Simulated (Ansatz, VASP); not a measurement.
**Cross-check of SiO2 between VASP and Ansatz**

One calculation is typed for both programs; each brings its own data sets. How far apart do they land? Of the first pair: The structure shown is the start of the Ansatz relaxation below; VASP solves that cell, so the two are compared at the walk's first step.

Method: plane waves, with VASP 6.6.1 beside it; single point at LDA and zone-centre phonons at LDA, in Ansatz 0.2.0.

**1. The starting structure**

The structure is tetragonal, space group P4_2/mnm (No. 136). Conventional cell: a = 4.249 Å, b = 4.249 Å, c = 2.697 Å, α = 90.00°, β = 90.00°, γ = 90.00°. Nearest to O lie 3 Si at 1.78 to 1.85 Å. Si has 6 O at 1.78 to 1.85 Å nearest. Farther neighbours and most contacts between anions are not listed.

**2. Ansatz: relaxation, LDA**

Ansatz runs on its PAW soft_1 files.

The two programs are compared at the cell with which this relaxation starts, whose forces are those of its first step.

Contents of input.yaml:

```yaml
crystal:
  lattice:
    - [4.2491383099, 0.0, 0.0]
    - [0.0, 4.2491383099, 0.0]
    - [0.0, 0.0, 2.6973029344]
  atoms:
    - { symbol: O, position: [0.6926837323, 0.6926837323, 0.0] }
    - { symbol: O, position: [0.1926837323, 0.8073162677, 0.5] }
    - { symbol: O, position: [0.3073162677, 0.3073162677, 0.0] }
    - { symbol: O, position: [0.8073162677, 0.1926837323, 0.5] }
    - { symbol: Si, position: [0.5, 0.5, 0.5] }
    - { symbol: Si, position: [0.0, 0.0, 0.0] }
kpoints:
  mp_grid: { grid: [8, 8, 8] }
hamiltonian:
  xc: lda
  pseudopotentials: { kind: paw, azcp: { folder: soft_1 }, xc_functional: pbe }
scf:
  occupations: { method: fixed }
output:
  forces: true
  stress: true
  eigenvalues: true
relax:
  adjacent_minimum: "off"
  f_tol: 0.001
  max_steps: 60
  cell: { stress_tol: 0.01, fix: [volume] }
```

On the command line:

```sh
ansatz run input.yaml --threads 4 --pin off --max-ram 16384MiB --backend cpu --events-out ev --progress --plain --runs-dir out
```

Numbers of over 12 decimals in the logs are rounded to 6 here.

What it wrote:

```text
Engine: ansatz 0.2.0, x86_64-unknown-linux-gnu
Pseudopotentials: kind: paw
Pseudopotential: O, paw, valence charge 6, recommended cutoff 420 eV (normal), soft_1/O.paw.azcp
Pseudopotential: Si, paw, valence charge 4, recommended cutoff 420 eV (normal), soft_1/Si.paw.azcp
Functional definition: SPW92
  exchange = slater_x
  correlation = pw_c
Crystal: 6 atoms, lattice volume = 48.700 Å³
Basis set: ecut = 420 eV, 961 PW (Γ)
Bands: 22, of which v1, the nominal top of the filled ones, is band 16 counted from 1 (15 counted from 0)
Symmetry: 16 space group operations
Space group: P42/mnm (ITA 136), of the structure as read, at distance tolerance 3.7e-5 Å
k-points: 75 of 512
Non-local potential: O, projectors of the file, l = 0: 2, l = 1: 2, l = 2: 1
Non-local potential: Si, projectors of the file, l = 0: 2, l = 1: 2, l = 2: 1
PAW form: soft (Blöchl's): semilocal exchange-correlation on the pseudo side does not see the compensation charge
PAW frozen core: O, regenerated for the run's functional, and the local potential with it (the file was generated under x = pbe(κ = 0.804, μ = 0.219515), c = pbe(β = 0.066725))
PAW frozen core: Si, regenerated for the run's functional, and the local potential with it (the file was generated under x = pbe(κ = 0.804, μ = 0.219515), c = pbe(β = 0.066725))
PAW one-centre angular grid: O, 110 points (default); XC on 64 Gauss nodes
PAW one-centre angular grid: Si, 110 points (default); XC on 64 Gauss nodes
Initial density: superposition of atomic densities (chi_scale 0.1, normalization cell, long waves kept (reshape's long-wave potential 0.00 eV rms))
Initial wavefunctions: pseudopotential atomic-orbital guess
Functional: x = slater, c = lda
SCF iter   1: F=—  HF=-3447.234023 eV  |F-HF|=—  |Δ(HF+E_count)|=         —  Δρ=1.30e-1  dr2=6.72e0  ethr=3.10e-3  ⟨swp⟩=4.3  Hψ=7413  notcnv=0  defer=296
preconditioner: auto → none  [insulator: Δε(μ)=6.037 eV  Ē_g=18.823 eV  n_scr=10 (ndim 8)  ℏωp=30.1 eV  f_vac=0.000  ε∞_Penn≈3.6]
SCF iter   2: F=—  HF=-3445.508060 eV  |F-HF|=—  |Δ(HF+E_count)|=    1.73e0  Δρ=6.40e-2  dr2=7.83e-1  ethr=3.10e-3  ⟨swp⟩=3.0  Hψ=3926  notcnv=0  defer=270
SCF iter   3: F=—  HF=-3445.306497 eV  |F-HF|=—  |Δ(HF+E_count)|=   2.02e-1  Δρ=2.18e-2  dr2=8.32e-2  ethr=2.45e-3  ⟨swp⟩=2.3  Hψ=3023  notcnv=0  defer=299
SCF iter   4: F=—  HF=-3445.307786 eV  |F-HF|=—  |Δ(HF+E_count)|=   1.29e-3  Δρ=1.57e-3  dr2=4.06e-4  ethr=2.60e-4  ⟨swp⟩=2.0  Hψ=1823  notcnv=0  defer=300
SCF iter   5: F=—  HF=-3445.307959 eV  |F-HF|=—  |Δ(HF+E_count)|=   1.73e-4  Δρ=1.99e-4  dr2=7.72e-6  ethr=1.27e-6  ⟨swp⟩=2.0  Hψ=2624  notcnv=0  defer=300
SCF iter   6: F=—  HF=-3445.307964 eV  |F-HF|=—  |Δ(HF+E_count)|=   5.17e-6  Δρ=3.61e-5  dr2=3.18e-7  ethr=2.41e-8  ⟨swp⟩=2.0  Hψ=2727  notcnv=0  defer=143
SCF iter   7: F=-3445.307964 eV  HF=-3445.307964 eV  |F-HF|=3.52e-9  |Δ(HF+E_count)|=   7.40e-8  Δρ=4.39e-6  dr2=5.44e-9  ethr=3.13e-10  ⟨swp⟩=11.2  Hψ=8954  notcnv=0
SCF 1 converged in 7 iterations: F = -3445.307964 eV  dr2 = 5.44e-9
  greatest PAW one-centre occupation: 0.852 electrons in one spin orbital (limit 2), on the O atom at site 3 (counted from 0), in its partial waves of l = 0
relax step   1: F+E_penalty+E_count = -3445.30796398 eV  Δ(F+E_penalty+E_count) = +0.000e0 eV  max|allowed force component| = 9.496e-2 eV/Å  Δτ_max = 0.0000 Å  P = -16.164 GPa  Ω = 48.700 Å³  fix = [volume]  reactions: volume -16.164 GPa  (7 SCF iters, dr2 threshold 1.00e-7 eV, accepted)
[...]
relax step   2: F+E_penalty+E_count = -3445.30867684 eV  Δ(F+E_penalty+E_count) = -7.129e-4 eV  max|allowed force component| = 7.156e-2 eV/Å  Δτ_max = 0.0013 Å  P = -16.027 GPa  Ω = 48.700 Å³  energy of the carried Pulay correction = +1.638e-16 eV  fix = [volume]  reactions: volume -16.027 GPa  (3 SCF iters, dr2 threshold 6.00e-7 eV, accepted)
[...]
relax step   5: F+E_penalty+E_count = -3445.31031276 eV  Δ(F+E_penalty+E_count) = -1.579e-7 eV  max|allowed force component| = 1.720e-5 eV/Å  Δτ_max = 0.0000 Å  P = -15.315 GPa  Ω = 48.700 Å³  energy of the carried Pulay correction = -4.096e-17 eV  fix = [volume]  reactions: volume -15.315 GPa  (4 SCF iters, dr2 threshold 5.91e-10 eV, accepted)
[...]
relax step   6: F+E_penalty+E_count = -3445.31059733 eV  Δ(F+E_penalty+E_count) = -2.846e-4 eV  max|allowed force component| = 1.482e-4 eV/Å  Δτ_max = 0.0000 Å  P = -15.308 GPa  Ω = 48.700 Å³  fix = [volume]  reactions: volume -15.308 GPa  stress off target by 1.04e-1 GPa on what of the cell is left free  SCF on the basis re-selected at this cell (its energy is not comparable with the rows above)  (5 SCF iters)
[...]
relax step   7: F+E_penalty+E_count = -3445.31059583 eV  Δ(F+E_penalty+E_count) = +1.500e-6 eV  max|allowed force component| = 8.465e-6 eV/Å  Δτ_max = 0.0001 Å  P = -15.276 GPa  Ω = 48.700 Å³  energy of the carried Pulay correction = -7.847e-6 eV  fix = [volume]  reactions: volume -15.276 GPa  (3 SCF iters, dr2 threshold 2.71e-8 eV, accepted)
[...]
relax step   8: F+E_penalty+E_count = -3445.31058628 eV  Δ(F+E_penalty+E_count) = +9.547e-6 eV  max|allowed force component| = 1.088e-5 eV/Å  Δτ_max = 0.0000 Å  P = -15.276 GPa  Ω = 48.700 Å³  fix = [volume]  reactions: volume -15.276 GPa  stress off target by 4.23e-3 GPa on what of the cell is left free  SCF on the basis re-selected at this cell (its energy is not comparable with the rows above)  (5 SCF iters)
basis re-selected at this cell: Δ(F+E_penalty+E_count) = +9.547e-6 eV, ΔP = +0.001 GPa vs the last step (what re-selecting the basis moved, of the pressure what is left beyond the Pulay correction that the steps carried, after the strain that the cell walked since its last selection, with what the two solves' SCF thresholds leave and, on support functions, any second-order correction that the steps lacked; it is no m [...]
SCF converged after 5 iterations
Free energy (F): -3445.310586 eV
Harris-Foulkes:  -3445.310586 eV  (|F-HF|=0.00e0)
Internal energy: -3445.310586 eV  (E = F + TS)
E sigma→0 (E₀):  -3445.310586 eV
Fermi energy:    9.483691 eV
--- Per-component energies (eV) ---
  E_band       = 38.906194
  E_kinetic    = 776.854499
  E_local      = -1239.839816  (includes V_loc(G=0)·N_el)
  E_nonlocal   = 258.853219
  E_hartree    = 447.057602
  E_xc         = -398.134279
  E_vxc        = -464.750828  (∫ρ·V_xc dr)
  E_paw        = -1580.356913  (= ΣΔE_a)
  E_vpaw       = -186.329417  (= ΣTr[D̂ρ^β])
  E_aug_tail   = 0.003338  (compensation charges beyond the density's cutoff)
  E_ewald      = -1710.304583
  E_core_change = 0.556347  (= ΣΔE_core)
  E_smearing   = -0.000000  (= −TS)
  E_closure    = -0.000000  (closes the sum)
  Σ components = -3445.310586   (vs F -3445.310586, Δ=0.00e0)
--- Forces (eV/Å), atoms counted from 1 ---
  atom   1  O      0.00001088     0.00001088    -0.00000000
  atom   2  O      0.00001088    -0.00001088     0.00000000
  atom   3  O     -0.00001088    -0.00001088     0.00000000
  atom   4  O     -0.00001088     0.00001088    -0.00000000
  atom   5  Si     0.00000000    -0.00000000     0.00000000
  atom   6  Si     0.00000000     0.00000000     0.00000000
  max |Σ_I F_I| component: 4.34e-19 eV/Å
--- Stress (GPa, compression-positive) ---
      -15.273546      -0.000000       0.000000
       -0.000000     -15.273546       0.000000
        0.000000       0.000000     -15.279893
  P = ⅓ Tr σ = -15.2757 GPa (-152.757 kbar)
--- Band table (eV; the first three rows and the last of 75) ---
  k-point 0: bands = [... 12 lower, 6.9283, 8.6356, 8.6356, 9.4837, 14.4369, 15.8859, 17.6634, 17.6634, ... 2 higher]
  k-point 1: bands = [... 12 lower, 6.2091, 8.4955, 8.4955, 9.3174, 15.1728, 16.9304, 18.5117, 18.5117, ... 2 higher]
  k-point 2: bands = [... 12 lower, 5.1148, 8.0448, 8.0448, 8.7770, 16.3408, 18.7691, 19.1893, 20.2294, ... 2 higher]
  k-point 74: bands = [... 12 lower, 7.6978, 7.6978, 8.0386, 8.0386, 16.1632, 16.1632, 19.7530, 19.7530, ... 2 higher]
--- Relaxed structure (6 steps of the walk, 6 accepted, 2 SCFs on fresh bases) ---
  F+E_penalty+E_count = -3445.31058628 eV   max|allowed force component| = 1.088e-5 eV/Å   (the final SCF, on the basis selected at the relaxed cell)
  cell:  # Å, volume = 48.7003 Å³
    - [4.257109, 0, 0]
    - [0, 4.257109, 0]
    - [0, 0, 2.687212]
  atoms:
    - { symbol: O, position: [0.691643, 0.691643, 0] }
    - { symbol: O, position: [0.191643, 0.808357, 0.500000] }
    - { symbol: O, position: [0.308357, 0.308357, 0] }
    - { symbol: O, position: [0.808357, 0.191643, 0.500000] }
    - { symbol: Si, position: [0.5, 0.5, 0.500000] }
    - { symbol: Si, position: [0, 0, 0] }
```

**3. VASP: single point, LDA, start cell, pair 1**

The same cell, functional (in two slightly different forms) and mesh now go to VASP, with its own data sets.

Lines of VASP's logs that name or quote its potential files are left out, and so is its time.

Contents of INCAR:

```
SYSTEM = SiO2
PREC = Accurate
ENCUT = 520
EDIFF = 1E-06
NELM = 120
ISMEAR = 0
SIGMA = 0.01
LREAL = .FALSE.
ALGO = Normal
GGA = PW92
NBANDS = 22
LORBIT = 11
LWAVE = .FALSE.
LCHARG = .FALSE.
ISIF = 2
LASPH = .TRUE.
GGA_COMPAT = .FALSE.
EFERMI = MIDGAP
KPAR = 2
```

Contents of POSCAR:

```
SiO2
1.0
    4.2491380000      0.0000000000      0.0000000000
    0.0000000000      4.2491380000      0.0000000000
    0.0000000000      0.0000000000      2.6973030000
O Si
4 2
Direct
    0.6926837867      0.6926837867      0.0000000000
    0.1926837867      0.8073162133      0.5000000000
    0.3073162133      0.3073162133      0.0000000000
    0.8073162133      0.1926837867      0.5000000000
    0.5000000000      0.5000000000      0.5000000000
    0.0000000000      0.0000000000      0.0000000000
```

Contents of KPOINTS:

```
Automatic mesh
0
Gamma
8 8 8
0 0 0
```

PAW data sets: O and Si (LDA family, release 64).

On the command line:

```sh
mpirun -np 2 vasp_std
```

What it wrote:

```text
[banner, memory and clock lines left out]
running    2 mpi-ranks, on    1 nodes
 distrk:  each k-point on    1 cores,    2 groups
 distr:  one band on    1 cores,    1 groups

 POSCAR found type information on POSCAR O Si
 POSCAR found :  2 types and       6 ions
|                                                                             |
|               ----> ADVICE to this user running VASP <----                  |
|                                                                             |
|     You enforced a specific xc type in the INCAR file but a different       |
|     [... a line on the potential file left out ...]
|     I HOPE YOU KNOW WHAT YOU ARE DOING!                                     |
|                                                                             |

 LDA part: xc-table for (Slater(with rela. corr.)+PW92), standard interpolation
 POSCAR, INCAR and KPOINTS ok, starting setup
 FFT: planning ... GRIDC
 FFT: planning ... GRID_SOFT
 FFT: planning ... GRID
 WAVECAR not read
 entering main loop
       N       E                     dE             d eps       ncg     rms          rms(c)
DAV:   1     0.141730480543E+03    0.14173E+03   -0.17873E+04  3324   0.139E+03
DAV:   2    -0.498204422288E+02   -0.19155E+03   -0.18360E+03  4246   0.298E+02
DAV:   3    -0.566593448579E+02   -0.68389E+01   -0.68114E+01  4176   0.573E+01
DAV:   4    -0.567102702301E+02   -0.50925E-01   -0.50903E-01  4092   0.572E+00
DAV:   5    -0.567107624015E+02   -0.49217E-03   -0.49214E-03  4122   0.538E-01    0.170E+01
DAV:   6    -0.519861664545E+02    0.47246E+01   -0.16995E+01  3882   0.276E+01    0.800E+00
DAV:   7    -0.519354996064E+02    0.50667E-01   -0.52613E-01  3942   0.478E+00    0.289E+00
DAV:   8    -0.519043942540E+02    0.31105E-01   -0.19016E-02  3960   0.133E+00    0.106E+00
DAV:   9    -0.518988575634E+02    0.55367E-02   -0.48900E-03  3954   0.678E-01    0.225E-01
DAV:  10    -0.518988821575E+02   -0.24594E-04   -0.47763E-04  4014   0.174E-01    0.628E-02
DAV:  11    -0.518988586048E+02    0.23553E-04   -0.69285E-05  4032   0.639E-02    0.228E-02
DAV:  12    -0.518988574033E+02    0.12015E-05   -0.10512E-05  3984   0.228E-02    0.679E-03
DAV:  13    -0.518988574047E+02   -0.13911E-08   -0.45323E-07  2424   0.551E-03
   1 F= -.51898857E+02 E0= -.51898857E+02  d E =0.000000E+00
```

OUTCAR, selected parts (step 3):

```text
ion  position               nearest neighbor table
   1  0.693  0.693  0.000-   5 1.78   5 1.78   6 1.85
   2  0.193  0.807  0.500-   6 1.78   6 1.78   5 1.85
   3  0.307  0.307  0.000-   5 1.78   5 1.78   6 1.85
   4  0.807  0.193  0.500-   6 1.78   6 1.78   5 1.85
   5  0.500  0.500  0.500-   1 1.78   3 1.78   1 1.78   3 1.78   2 1.85   4 1.85
   6  0.000  0.000  0.000-   2 1.78   4 1.78   2 1.78   4 1.78   3 1.85   1 1.85

  LATTYP: Found a simple tetragonal cell.
 ALAT       =     4.2491380000
 C/A-ratio  =     0.6347882794

 Subroutine GETGRP returns: Found 16 space group operations
 (whereof  8 operations were pure point group operations)

The static configuration has the point symmetry D_2h.
 The point group associated with its full space group is D_4h.

 Found     75 irreducible k-points:

   k-points           NKPTS =     75   k-points in BZ     NKDIM =     75   number of bands    NBANDS=     22

   dimension x,y,z NGX =    32 NGY =   32 NGZ =   20
   dimension x,y,z NGXF=    64 NGYF=   64 NGZF=   40

   ENCUT  =  520.0 eV  38.22 Ry    6.18 a.u.   7.90  7.90  5.02*2*pi/ulx,y,z

   NELECT =      32.0000    total number of electrons

 k-points in reciprocal lattice and weights: Automatic mesh
   0.00000000  0.00000000  0.00000000       0.002
   0.12500000  0.00000000  0.00000000       0.008
   0.25000000  0.00000000  0.00000000       0.008
   0.37500000  0.00000000  0.00000000       0.008
   0.50000000  0.00000000  0.00000000       0.004
   0.12500000  0.12500000  0.00000000       0.008
   0.25000000  0.12500000  0.00000000       0.016
   0.37500000  0.12500000  0.00000000       0.016
   0.50000000  0.12500000  0.00000000       0.008
[...]
0.50000000  0.37500000  0.50000000       0.008
   0.50000000  0.50000000  0.50000000       0.002

 average (electrostatic) potential at core
       1 -68.3487       2 -68.3487       3 -68.3487       4 -68.3487       5 -83.5385
       6 -83.5385

 E-fermi :   9.8997

 k-point     1 :       0.0000    0.0000    0.0000
  band No.  band energies     occupation
    ...
     12       4.4141      2.00000
     13       4.9080      2.00000
     14       6.5952      2.00000
     15       6.5952      2.00000
     16       7.4542      2.00000
     17      12.3453      0.00000
     18      13.7625      0.00000
     19      15.5067      0.00000
     20      15.5067      0.00000
     21      18.1181      0.00000
    ...

 k-point     2 :       0.1250    0.0000    0.0000
  band No.  band energies     occupation
    ...
     12       4.4467      2.00000
     13       4.9576      2.00000
     14       6.2527      2.00000
     15       6.5672      2.00000
     16       7.3343      2.00000
     17      12.6085      0.00000
     18      13.8889      0.00000
     19      15.5210      0.00000
     20      15.5469      0.00000
     21      18.3990      0.00000
    ...

 k-point     3 :       0.2500    0.0000    0.0000
  band No.  band energies     occupation
    ...
     12       4.5382      2.00000
     13       4.9873      2.00000
     14       5.4207      2.00000
     15       6.4920      2.00000
     16       7.0042      2.00000
     17      13.2358      0.00000
     18      14.2281      0.00000
     19      15.6476      0.00000
     20      15.6844      0.00000
     21      18.6463      0.00000
    ...

  Total       -4.6742162     -4.6742162     -4.8316041      0.0000000      0.0000000      0.0000000
  in kB     -153.7757915   -153.7757915   -158.9536537      0.0000000      0.0000000      0.0000000
  external PRESSURE =    -155.5017456 kB  Pullay stress =       0.0000000 kB

  energy-cutoff  :      520.00
  volume of cell :       48.70
      direct lattice vectors                 reciprocal lattice vectors
     4.249138000  0.000000000  0.000000000     0.235341851  0.000000000  0.000000000
     0.000000000  4.249138000  0.000000000     0.000000000  0.235341851  0.000000000
     0.000000000  0.000000000  2.697303000     0.000000000  0.000000000  0.370740699

 POSITION                                       TOTAL-FORCE (eV/Angst)
 -----------------------------------------------------------------------------------
      2.94331      2.94331      0.00000        -0.072253     -0.072253     -0.000000
      0.81874      3.43040      1.34865        -0.072253      0.072253      0.000000
      1.30583      1.30583      0.00000         0.072253      0.072253      0.000000
      3.43040      0.81874      1.34865         0.072253     -0.072253     -0.000000
      2.12457      2.12457      1.34865         0.000000      0.000000      0.000000
      0.00000      0.00000      0.00000         0.000000      0.000000      0.000000
 -----------------------------------------------------------------------------------
    total drift:                                0.000000      0.000000      0.000000

  FREE ENERGIE OF THE ION-ELECTRON SYSTEM (eV)
  ---------------------------------------------------
  free  energy   TOTEN  =       -51.8988574047 eV

  energy  without entropy=      -51.8988574047  energy(sigma->0) =      -51.89885740

 total charge
# of ion       s       p       d       tot
------------------------------------------
    1        1.537   3.639   0.000   5.176
    2        1.537   3.639   0.000   5.176
    3        1.537   3.639   0.000   5.176
    4        1.537   3.639   0.000   5.176
    5        0.588   0.851   0.000   1.439
    6        0.588   0.851   0.000   1.439
--------------------------------------------------
tot          7.323  16.258   0.000  23.581

[... 3 further parts left out ...]
```

The run ends at a pressure of -15.55 GPa, with forces up to 0.10 eV/Å.

**4. Comparison**

Known differences besides the potentials themselves: fixed occupations in Ansatz, narrow Gaussian smearing in VASP; the cutoff is 420 eV in Ansatz and 520 eV in VASP; VASP's log shows a relativistic correction to its local exchange, Ansatz's none. Total energies have different zeros and are not compared.

Forces (eV/Å; atoms numbered as in POSCAR):

```tsv
atom	Ansatz x, y, z	VASP x, y, z
O1	-0.095, -0.095, 0.000	-0.072, -0.072, 0.000
O2	-0.095, 0.095, 0.000	-0.072, 0.072, 0.000
O3	0.095, 0.095, 0.000	0.072, 0.072, 0.000
O4	0.095, -0.095, 0.000	0.072, -0.072, 0.000
Si5	0.000, 0.000, 0.000	0.000, 0.000, 0.000
Si6	0.000, 0.000, 0.000	0.000, 0.000, 0.000
```

The forces differ by 15 meV/Å r.m.s., which is 31.4 % of the r.m.s. force of 0.048 eV/Å (both taken over all components).

**5. Ansatz: relaxation, LDA**

This run makes the geometry at which the two programs are then compared.

The structure compared here is the end of the Ansatz relaxation.

input.yaml is that of step 2.

On the command line:

```sh
ansatz run input.yaml --threads 4 --pin off --max-ram 16384MiB --backend cpu --events-out ev --progress --plain --runs-dir out
```

What it wrote:

```text
[...]
Crystal: 6 atoms, lattice volume = 48.700 Å³
Basis set: ecut = 420 eV, 961 PW (Γ)
Bands: 22, of which v1, the nominal top of the filled ones, is band 16 counted from 1 (15 counted from 0)
Symmetry: 16 space group operations
[...]
k-points: 75 of 512
[...]
cell:  # Å, volume = 48.7003 Å³
    - [4.257109, 0, 0]
    - [0, 4.257109, 0]
    - [0, 0, 2.687212]
  atoms:
    - { symbol: O, position: [0.691643, 0.691643, 0] }
    - { symbol: O, position: [0.191643, 0.808357, 0.500000] }
    - { symbol: O, position: [0.308357, 0.308357, 0] }
    - { symbol: O, position: [0.808357, 0.191643, 0.500000] }
    - { symbol: Si, position: [0.5, 0.5, 0.500000] }
    - { symbol: Si, position: [0, 0, 0] }
[key lines of the parts left out:]
SCF converged after 5 iterations
Free energy (F): -3445.310586 eV
Fermi energy:    9.483691 eV
P = ⅓ Tr σ = -15.2757 GPa (-152.757 kbar)
```

(Part 1 of 2 ends here.)

[Lines on the potential files, build, host, timing and source positions are cut from VASP's logs without a mark.]

[Logs are printed without paths, hosts, clocks, repeated set-up lines and the standing remarks that a program may print on its own settings, such as how far it seeks lower states.]

[Hosts, paths, dates, database ids (printed as entryN), source tags and the programs' standing remarks are cut or masked in the printed files.]
